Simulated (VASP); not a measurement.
Here is the system:

```
CELL_PARAMETERS angstrom
      1.90500    -3.29956     0.00000
      1.90500     3.29956     0.00000
      0.00000     0.00000     6.14000
ATOMIC_POSITIONS crystal
  Sn 0.00000 0.00000 0.00000
  Se 0.33333 0.66667 0.25000
  Se 0.66667 0.33333 0.75000
```

Computed with PBE GGA, VASP's PBE PAW potentials (set 64) (plane waves; VASP). Settings: 400 eV cut-off, 6×6×4 Γ-centred mesh, Gaussian smearing of 0.050 eV, potentials Sn_d Se.

Problem. Predict the energy per atom (σ→0), pressure, largest force.

Solution. 
The energy per atom (σ→0) is -3.916 eV/atom, the pressure is 5.36 GPa and the largest force is 0.724 eV/Å.

The absolute energy has meaning only against runs of the same code, potentials and settings.

The compound is SnSe2 in the 1T layered structure. The cell was not relaxed at this level.
